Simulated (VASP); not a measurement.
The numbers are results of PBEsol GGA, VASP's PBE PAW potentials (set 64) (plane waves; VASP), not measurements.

VASP input:

File POSCAR:
```
CoAl
2.860
  1.0000000000   0.0000000000   0.0000000000
  0.0000000000   1.0000000000   0.0000000000
  0.0000000000   0.0000000000   1.0000000000
Al Co
1 1
direct
  0.5000000000   0.5000000000   0.5000000000
  0.0000000000   0.0000000000   0.0000000000
```

### KPOINTS
```
Automatic
0
G
 6 6 6
0 0 0
```

### INCAR
```
# general
SYSTEM   =  CoAl
PREC     =  Accurate
ENCUT    =  300
LREAL    =  .FALSE.
LASPH    =  .TRUE.

# electronic loop
EDIFF    =  1E-6
NELM     =  100
ALGO     =  Normal
LMAXMIX  =  4

# smearing
ISMEAR   =  -1
SIGMA    =  0.1

# functional
GGA      =  PS

# ions
ISIF     =  2

# output
LWAVE    =  .FALSE.
LCHARG   =  .FALSE.
```

POTCAR, in this order: Al Co (PBE.64 set). Program: vasp_std.

The resulting files:

OUTCAR:
```
 ion  position               nearest neighbor table
   1  0.500  0.500  0.500-   2 2.48   2 2.48   2 2.48   2 2.48   2 2.48   2 2.48   2 2.48   2 2.48
  LATTYP: Found a simple cubic cell.
 ALAT       =     2.8600000000
 Subroutine PRICEL returns:
 Original cell was already a primitive cell.
 Subroutine GETGRP returns: Found 48 space group operations
The static configuration has the point symmetry O_h .
The dynamic configuration has the point symmetry O_h .
 Subroutine INISYM returns: Found 48 space group operations
 Subroutine IBZKPT returns following result:
 Found     20 irreducible k-points:

 Following reciprocal coordinates:
            Coordinates               Weight
  0.000000  0.000000  0.000000      1.000000
  0.166667  0.000000  0.000000      6.000000
  0.333333  0.000000  0.000000      6.000000
  0.500000  0.000000  0.000000      3.000000
  0.166667  0.166667  0.000000     12.000000
  0.333333  0.166667  0.000000     24.000000
  0.500000  0.166667  0.000000     12.000000
  0.333333  0.333333  0.000000     12.000000
  0.500000  0.333333  0.000000     12.000000
  0.500000  0.500000  0.000000      3.000000
  0.166667  0.166667  0.166667      8.000000
  0.333333  0.166667  0.166667     24.000000
  0.500000  0.166667  0.166667     12.000000
  0.333333  0.333333  0.166667     24.000000
  0.500000  0.333333  0.166667     24.000000
  0.500000  0.500000  0.166667      6.000000
  0.333333  0.333333  0.333333      8.000000
  0.500000  0.333333  0.333333     12.000000
  0.500000  0.500000  0.333333      6.000000
  0.500000  0.500000  0.500000      1.000000
   k-points           NKPTS =     20   k-points in BZ     NKDIM =     20   number of bands    NBANDS=     10
   number of dos      NEDOS =    301   number of ions     NIONS =      2
   total plane-waves  NPLWV =   4096
   dimension x,y,z NGX =    16 NGY =   16 NGZ =   16
   dimension x,y,z NGXF=    32 NGYF=   32 NGZF=   32
...
```

File OSZICAR:
```
       N       E                     dE             d eps       ncg     rms          rms(c)
DAV:   1     0.202308092705E+02    0.20231E+02   -0.36097E+03   440   0.754E+02
DAV:   2    -0.142418184044E+02   -0.34473E+02   -0.31368E+02   410   0.148E+02
DAV:   3    -0.149230837709E+02   -0.68127E+00   -0.67871E+00   474   0.274E+01
DAV:   4    -0.149325620319E+02   -0.94783E-02   -0.94766E-02   474   0.293E+00
DAV:   5    -0.149328428796E+02   -0.28085E-03   -0.28083E-03   480   0.519E-01    0.131E+01
DAV:   6    -0.181633806411E+02   -0.32305E+01   -0.82123E+01   438   0.126E+02    0.188E+01
DAV:   7    -0.131011823984E+02    0.50622E+01   -0.34802E+01   442   0.791E+01    0.171E+00
DAV:   8    -0.130953940759E+02    0.57883E-02   -0.23061E-01   418   0.388E+00    0.117E+00
DAV:   9    -0.130796528361E+02    0.15741E-01   -0.38046E-02   480   0.249E+00    0.308E-01
DAV:  10    -0.130792206448E+02    0.43219E-03   -0.55432E-04   438   0.245E-01    0.149E-01
DAV:  11    -0.130792007036E+02    0.19941E-04   -0.11120E-04   508   0.151E-01    0.186E-02
DAV:  12    -0.130791975065E+02    0.31971E-05   -0.14778E-05   452   0.508E-02    0.570E-03
DAV:  13    -0.130791972872E+02    0.21927E-06   -0.48695E-07   212   0.801E-03
   1 F= -.13079197E+02 E0= -.13061519E+02  d E =-.353573E-01
```

File OUTCAR:
```
------------------------ aborting loop because EDIFF is reached ----------------------------------------
  FORCE on cell =-STRESS in cart. coord.  units (eV):
  Direction    XX          YY          ZZ          XY          YZ          ZX
  --------------------------------------------------------------------------------------
  Total       -0.9559071     -0.9559071     -0.9559071      0.0000000     -0.0000000      0.0000000
  in kB      -65.4678636    -65.4678636    -65.4678636      0.0000000     -0.0000000      0.0000000
  external PRESSURE =     -65.4678636 kB  Pullay stress =       0.0000000 kB
  volume of cell :       23.39
      direct lattice vectors                 reciprocal lattice vectors
     2.860000000  0.000000000  0.000000000     0.349650350  0.000000000  0.000000000
     0.000000000  2.860000000  0.000000000     0.000000000  0.349650350  0.000000000
     0.000000000  0.000000000  2.860000000     0.000000000  0.000000000  0.349650350
 POSITION                                       TOTAL-FORCE (eV/Angst)
 -----------------------------------------------------------------------------------
      1.43000      1.43000      1.43000         0.000000      0.000000      0.000000
      0.00000      0.00000      0.00000         0.000000      0.000000      0.000000
 -----------------------------------------------------------------------------------
    total drift:                                0.000000      0.000000     -0.000000
  FREE ENERGIE OF THE ION-ELECTRON SYSTEM (eV)
  ---------------------------------------------------
  free  energy   TOTEN  =       -13.0791972872 eV

  energy  without entropy=      -13.0438399458  energy(sigma->0) =      -13.06151862
```
(Selected blocks of OUTCAR.)

At this cut-off the stress carries a Pulay error, which pulls relaxed volumes low.

The structure is a typed CoAl crystal (Pm-3m). The cell was not relaxed at this level. The k-mesh is coarse (spacing up to 0.37 per Å, 2π included), so the numbers may not be converged in it. The run is one of a series of settings (KPOINTS 6×6×6 Γ-centred mesh against the base run), some of them coarse on purpose. The run is not spin-polarised, so no magnetic state was tried.
